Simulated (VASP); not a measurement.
Here is the system:

```xyz
3
Lattice="0.0000 2.8600 2.8600 2.8600 0.0000 2.8600 2.8600 2.8600 0.0000" Properties=species:S:1:pos:R:3 pbc="T T T"
Li     1.4300     1.4300     1.4300
Li     4.2900     4.2900     4.2900
S      0.0000     0.0000     0.0000
```

Method: PBE GGA, VASP's PBE PAW potentials (set 64) (plane waves; VASP). Numerical set-up: PREC = Normal, 500 eV cut-off, 4×4×4 Γ-centred mesh, Gaussian smearing of 0.010 eV, potentials Li_sv_GW S_GW.

Question: What does the run give for the energy per atom (σ→0), pressure, band gap (on the k-mesh) with the smallest direct gap where there is one?

Answer: 
```yaml
band gap (on the k-mesh): 3.39 eV
smallest direct gap (on the k-mesh): 4.20 eV
energy per atom (σ→0): -5.183 eV/atom
pressure: -11.8 kbar
```

Only differences to runs with the same potentials and settings are physical.

The compound is Li2S in the antifluorite structure. The cell was not relaxed at this level. The k-mesh is coarse (spacing up to 0.48 per Å, 2π included), so the numbers may not be converged in it.
